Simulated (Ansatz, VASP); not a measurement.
# KPb (KPb (I4_1/acd)) in two plane-wave programs, part 2 of 2

Wanted: the spread between two codes on one cell, functional and k mesh. Of the first pair: The structure shown is the start of the Ansatz relaxation below; VASP solves that cell, so the two are compared at the walk's first step.

VASP 6.6.1 and Ansatz 0.2.0.

So far. Step 3 (VASP: single point, PBEsol, start cell, pair 1): The run ends at a pressure of -0.41 GPa, with forces up to 0.030 eV/Å.

## Step 5: Ansatz: relaxation, PBEsol

Level of this step: Ansatz beside VASP: Kohn-Sham DFT, plane waves, PBEsol (Ansatz).

This run makes the geometry at which the two programs are then compared. The cell compared in this pair holds 1241.05 Å³, against 1281.26 Å³ for the pair before.

The structure compared here is the end of the Ansatz relaxation.

input.yaml reads:

```yaml
crystal:
  lattice:
    - [-5.8046648, 5.8046648, 9.5065629]
    - [5.8046648, -5.8046648, 9.5065629]
    - [5.8046648, 5.8046648, -9.5065629]
  atoms:
    - { symbol: K, position: [0.125, 0.74374301, 0.11874301] }
    - { symbol: K, position: [0.49374301, 0.875, 0.11874301] }
    - { symbol: K, position: [0.75625699, 0.375, 0.88125699] }
    - { symbol: K, position: [0.625, 0.00625699, 0.88125699] }
    - { symbol: K, position: [0.625, 0.50625699, 0.38125699] }
    - { symbol: K, position: [0.25625699, 0.375, 0.38125699] }
    - { symbol: K, position: [0.99374301, 0.875, 0.61874301] }
    - { symbol: K, position: [0.125, 0.24374301, 0.61874301] }
    - { symbol: K, position: [0.12293047, 0.62293047, 0.74586094] }
    - { symbol: K, position: [0.37293047, 0.12706953, 0.0] }
    - { symbol: K, position: [0.12706953, 0.37293047, 0.0] }
    - { symbol: K, position: [0.87706953, 0.37706953, 0.25413906] }
    - { symbol: K, position: [0.62706953, 0.62706953, 0.75413906] }
    - { symbol: K, position: [0.37706953, 0.12293047, 0.5] }
    - { symbol: K, position: [0.62293047, 0.87706953, 0.5] }
    - { symbol: K, position: [0.87293047, 0.87293047, 0.24586094] }
    - { symbol: Pb, position: [0.57268991, 0.25352508, 0.44292293] }
    - { symbol: Pb, position: [0.37023302, 0.68939785, 0.44292293] }
    - { symbol: Pb, position: [0.24647492, 0.92731009, 0.55707707] }
    - { symbol: Pb, position: [0.67731009, 0.62023302, 0.18083517] }
    - { symbol: Pb, position: [0.43939785, 0.49647492, 0.81916483] }
    - { symbol: Pb, position: [0.00352508, 0.06060215, 0.18083517] }
    - { symbol: Pb, position: [0.87976698, 0.82268991, 0.81916483] }
    - { symbol: Pb, position: [0.81060215, 0.12976698, 0.55707707] }
    - { symbol: Pb, position: [0.17731009, 0.99647492, 0.05707707] }
    - { symbol: Pb, position: [0.37976698, 0.56060215, 0.05707707] }
    - { symbol: Pb, position: [0.50352508, 0.32268991, 0.94292293] }
    - { symbol: Pb, position: [0.07268991, 0.62976698, 0.31916483] }
    - { symbol: Pb, position: [0.31060215, 0.75352508, 0.68083517] }
    - { symbol: Pb, position: [0.74647492, 0.18939785, 0.31916483] }
    - { symbol: Pb, position: [0.87023302, 0.42731009, 0.68083517] }
    - { symbol: Pb, position: [0.93939785, 0.12023302, 0.94292293] }
basis:
  ecutwfc: 420
  xc_grid: 2
hamiltonian:
  xc: pbesol
kpoints:
  mp_grid: { grid: [4, 4, 4] }
scf:
  occupations: { method: fermi_dirac, width: 0.01 }
  max_iter: 150
output:
  forces: true
  stress: true
relax:
  f_tol: 0.01
  max_steps: 60
  cell: {}
checkpoint:
  write: "../pbesol.run"
  compress: false
  write_wavefunctions: false
  write_every: 100000
```

Launch:

```console
ansatz run input.yaml --threads 4 --pin off --max-ram 6594MiB --backend cpu --events-out ev --progress --plain --runs-dir out
```

Numbers of over 12 decimals in the logs are rounded to 6 here.

The program printed:

```text
[...]
Crystal: 32 atoms, lattice volume = 1281.262 Å³
Basis set: ecut = 420 eV, 25039 PW (Γ), exchange–correlation on 180×180×180 points (8 copies of the dense FFT grid, shifted against one another)
Bands: 221, of which v1, the nominal top of the filled ones, is band 184 counted from 1 (183 counted from 0)
Symmetry: 16 space group operations
[...]
k-points: 13 of 64
[...]
- { symbol: Pb, position: [0.00201229, 0.061276, 0.181545] }
    - { symbol: Pb, position: [0.879731, 0.820467, 0.818455] }
    - { symbol: Pb, position: [0.811276, 0.129731, 0.559264] }
[...]
- { symbol: Pb, position: [0.311276, 0.752012, 0.681545] }
    - { symbol: Pb, position: [0.747988, 0.188724, 0.318455] }
    - { symbol: Pb, position: [0.870269, 0.429533, 0.681545] }
    - { symbol: Pb, position: [0.938724, 0.120269, 0.940736] }
[key lines of the parts left out:]
SCF converged after 5 iterations
Free energy (F): -212343.037720 eV
Fermi energy:    6.155598 eV
P = ⅓ Tr σ = 0.0098 GPa (0.098 kbar)
```

## Step 6: VASP: single point, PBEsol, relaxed cell, pair 2

The same cell, functional, mesh and smearing now go to VASP, with its own data sets.

INCAR reads:

```
SYSTEM = KPb
PREC = Accurate
ENCUT = 500
EDIFF = 1E-06
NELM = 120
ISMEAR = -1
SIGMA = 0.01
LREAL = Auto
ALGO = Normal
GGA = PS
NBANDS = 216
LORBIT = 11
LWAVE = .FALSE.
LCHARG = .FALSE.
ISIF = 2
LASPH = .TRUE.
GGA_COMPAT = .FALSE.
EFERMI = MIDGAP
KPAR = 4
```

POSCAR reads:

```
KPb
1.0
   -5.7399571423      5.7399571423      9.4169821022
    5.7399571423     -5.7399571423      9.4169821022
    5.7399571423      5.7399571423     -9.4169821022
K Pb
16 16
Direct
    0.1250000000      0.7446354365      0.1196354365
    0.4946354365      0.8750000000      0.1196354365
    0.7553645635      0.3750000000      0.8803645635
    0.6250000000      0.0053645635      0.8803645635
    0.6250000000      0.5053645635      0.3803645635
    0.2553645635      0.3750000000      0.3803645635
    0.9946354365      0.8750000000      0.6196354365
    0.1250000000      0.2446354365      0.6196354365
    0.1234306512      0.6234306512      0.7468613024
    0.3734306512      0.1265693488      0.0000000000
    0.1265693488      0.3734306512      0.0000000000
    0.8765693488      0.3765693488      0.2531386976
    0.6265693488      0.6265693488      0.7531386976
    0.3765693488      0.1234306512      0.5000000000
    0.6234306512      0.8765693488      0.5000000000
    0.8734306512      0.8734306512      0.2468613024
    0.5704670633      0.2520122882      0.4407359471
    0.3702688838      0.6887236589      0.4407359471
    0.2479877118      0.9295329367      0.5592640529
    0.6795329367      0.6202688838      0.1815452249
    0.4387236589      0.4979877118      0.8184547751
    0.0020122882      0.0612763411      0.1815452249
    0.8797311162      0.8204670633      0.8184547751
    0.8112763411      0.1297311162      0.5592640529
    0.1795329367      0.9979877118      0.0592640529
    0.3797311162      0.5612763411      0.0592640529
    0.5020122882      0.3204670633      0.9407359471
    0.0704670633      0.6297311162      0.3184547751
    0.3112763411      0.7520122882      0.6815452249
    0.7479877118      0.1887236589      0.3184547751
    0.8702688838      0.4295329367      0.6815452249
    0.9387236589      0.1202688838      0.9407359471
```

KPOINTS reads:

```
Automatic mesh
0
Gamma
4 4 4
0 0 0
```

PAW data sets: K_sv and Pb_d (PBE family, release 64).

Launch:

```console
mpirun -np 4 vasp_std
```

The program printed:

```text
[banner, memory and clock lines left out]
running    4 mpi-ranks, on    1 nodes
[...]
[... a notice as in an earlier step ...]

 LDA part: xc-table for (Slater+PW92), standard interpolation
 POSCAR, INCAR and KPOINTS ok, starting setup
[...]
entering main loop
       N       E                     dE             d eps       ncg     rms          rms(c)
DAV:   1     0.441996314596E+04    0.44200E+04   -0.16360E+05  5616   0.166E+03
DAV:   2     0.484130195719E+03   -0.39358E+04   -0.38246E+04  5624   0.507E+02
DAV:   3    -0.514420827783E+02   -0.53557E+03   -0.52366E+03  6848   0.225E+02
DAV:   4    -0.886523737503E+02   -0.37210E+02   -0.36970E+02  6824   0.565E+01
[...]
DAV:  13    -0.895919936511E+02   -0.27815E-04   -0.92689E-05  6928   0.194E-02    0.142E-02
DAV:  14    -0.895919995698E+02   -0.59187E-05   -0.21986E-05  6360   0.122E-02    0.961E-03
DAV:  15    -0.895919993603E+02    0.20957E-06   -0.31538E-06  4744   0.449E-03
   1 F= -.89591999E+02 E0= -.89591999E+02  d E =-.187321E-10
```

Parts of OUTCAR (step 6):

```text
  Total       -0.0885672     -0.0885672     -0.2018718      0.0000000      0.0000000      0.0000000
  in kB       -0.1143391     -0.1143391     -0.2606136      0.0000000      0.0000000      0.0000000
  external PRESSURE =      -0.1630973 kB  Pullay stress =       0.0000000 kB

 POSITION                                       TOTAL-FORCE (eV/Angst)
 -----------------------------------------------------------------------------------
      4.24338     -2.86998      7.06274        -0.001310     -0.000000     -0.000000
      2.86998     -1.49657     11.77123        -0.000000     -0.001310     -0.000000
      2.86998      7.23653      2.35425        -0.000000      0.001310     -0.000000
      1.49657      8.60994     -2.35425         0.001310     -0.000000     -0.000000
      1.49657      2.86998      7.06274         0.001310     -0.000000     -0.000000
      2.86998      1.49657      2.35425        -0.000000      0.001310     -0.000000
      2.86998      4.24338     11.77123        -0.000000     -0.001310     -0.000000
      4.24338      2.86998     -2.35425        -0.001310     -0.000000     -0.000000
      7.15693      1.41697      0.00000        -0.001005     -0.001005     -0.000000
     -1.41697      1.41697      4.70849         0.001005     -0.001005     -0.000000
      1.41697     -1.41697      4.70849        -0.001005      0.001005     -0.000000
     -1.41697      4.32298      9.41698         0.001005      0.001005     -0.000000
      4.32298      4.32298      4.70849         0.001005      0.001005     -0.000000
      1.41697      4.32298      0.00000        -0.001005      0.001005     -0.000000
[...]
-----------------------------------------------------------------------------------
    total drift:                                0.000000     -0.000000     -0.000000

  FREE ENERGIE OF THE ION-ELECTRON SYSTEM (eV)
  ---------------------------------------------------
  free  energy   TOTEN  =       -89.5919993603 eV

  energy  without entropy=      -89.5919993602  energy(sigma->0) =      -89.59199936

[... 1 part as in an earlier step ...]

[... 2 further parts left out ...]
[key lines of the parts left out:]
E-fermi :   2.9474
```

The run ends at a pressure of -0.02 GPa, with forces up to 0.012 eV/Å.

## Step 7: Differences

What differs besides the data sets and the points named for the pairs above, as far as they apply: the cutoff is 420 eV in Ansatz and 500 eV in VASP (PREC = Accurate, projectors in real space); Ansatz's pressure holds a Pulay correction, VASP's none. Total energies have different zeros and are not compared.

The two programs side by side:

| quantity | Ansatz | VASP | difference |
| --- | --- | --- | --- |
| pressure (GPa) | 0.01 | -0.02 | +0.03 |
| gap on the k mesh (eV) | 0.430 | 0.427 | +0.003 |

At this near-relaxed geometry the largest component of a force difference is 5 meV/Å. A gap on the mesh is an upper bound, since the band edges may lie between its points; neither run holds spin-orbit coupling, which can move the band edges of a compound of Pb.

## Step 8: Results

```yaml
r_m_s_force_difference_single_point_pbesol_start_cell_pair_1: 0.86 meV/Å
difference_in_gap_on_the_k_mesh_single_point_pbesol_relaxed_cell_pair_2: 0.0034 eV
```

In words: The r.m.s. force difference is 0.86 meV/Å (single point, PBEsol, start cell, pair 1), within the 12 meV/Å picked in this series as the mark of a large difference. How closely two codes agree says nothing of how well the functional describes the real material.

[Lines on the potential files, build, host, timing and source positions are cut from VASP's logs without a mark.]

[Logs are printed without paths, hosts, clocks, repeated set-up lines and the standing remarks that a program may print on its own settings, such as how far it seeks lower states.]

[Hosts, paths, dates, database ids (printed as entryN), source tags and the programs' standing remarks are cut or masked in the printed files.]
